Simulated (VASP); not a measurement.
Energy against volume of MgS (rock salt). Level of theory: vdW-DF-cx, VASP's PBE PAW potentials (set 64) (plane waves; VASP).

```json
[
 {"V (Å³/atom)": "16.477", "E (eV/atom)": "-2.94605"},
 {"V (Å³/atom)": "17.002", "E (eV/atom)": "-2.95926"},
 {"V (Å³/atom)": "17.528", "E (eV/atom)": "-2.96357"},
 {"V (Å³/atom)": "18.054", "E (eV/atom)": "-2.96020"},
 {"V (Å³/atom)": "18.580", "E (eV/atom)": "-2.95026"}
]
```

Q: Fit a third-order Birch-Murnaghan equation of state.

A: 
```yaml
volume_per_atom: 17.55 Å³/atom
bulk_modulus: 773 kbar
pressure_derivative_of_the_bulk_modulus: 4.06
lattice_constant_a: 5.197 Å
```

Measured: bulk modulus 81.0 GPa at 0 K (computed value off by -4.6 %), a 5.188 Å at 0 K (computed value off by +0.2 %), as given by Tamar Goldzak et al., The Journal of Chemical Physics (2022), arXiv:2208.04865 [corrected for zero-point motion].

The compound is MgS in the rock salt structure. It was relaxed first.
